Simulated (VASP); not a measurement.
TlBr (CsCl type): the lattice constant a from VASP (plane waves, PAW) at several levels of theory. Static lattice.

| level | lattice constant a (Å) |
|---|---|
| PBEsol | 3.915 |
| RPBE | 4.204 |

The cell of the PBEsol run:

```xyz
2
Lattice="3.9152 0.0000 0.0000 0.0000 3.9152 0.0000 0.0000 0.0000 3.9152" Properties=species:S:1:pos:R:3 pbc="T T T"
Tl     0.0000     0.0000     0.0000
Br     1.9576     1.9576     1.9576
```

Only levels that ran to the end are used. Left out are those held back, those with too coarse a band path, GW runs whose mesh misses a band edge, hybrids' fits of cells that aren't cubic and levels without matching references; a question may draw on a part of the rest.

The compound is TlBr in the CsCl type structure.
